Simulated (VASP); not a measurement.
The system is Al.

```
Al
1.0
     0.00000    2.02481    2.02481
     2.02481    0.00000    2.02481
     2.02481    2.02481    0.00000
Al
1
Direct
  0.00000 0.00000 0.00000
```

| Property | Result |
| --- | --- |
| Program | VASP 6.6.1 |
| Task | relaxation of cell and atoms |
| Functional | PBEsol |
| Potentials or basis | VASP PAW PBE potentials, release 64 (Al) |
| Cutoff | 520 eV |
| k mesh | 18 × 18 × 18 |
| Occupations | gaussian, width 0.1 eV |
| Spin | no spin polarisation |

At the start: pressure -1.9 GPa; volume 16.60 Å³/atom.

Task: Where does the relaxation end?

Result: Over 3 steps the energy falls by 2.5 meV/atom and the volume is 16.19 Å³/atom (-2.5 %); space group Fm-3m (No. 225, to 0.05 Å).

Step by step:
| step | energy change (eV) | largest force (eV/Å) | pressure (GPa) | volume (Å³) |
| --- | --- | --- | --- | --- |
| 1 | 0.0000 | 0.0000 | -1.91 | 16.60 |
| 2 | -0.0024 | 0.0000 | 0.31 | 16.13 |
| 3 | -0.0025 | 0.0000 | 0.00 | 16.19 |

Final structure:
```
Al
1.0
     0.00000    2.00801    2.00801
     2.00801    0.00000    2.00801
     2.00801    2.00801    0.00000
Al
1
Direct
  0.00000 0.00000 0.00000
```

Caveat: the PAW data sets were made with another functional, which shifts forces and pressure a little.
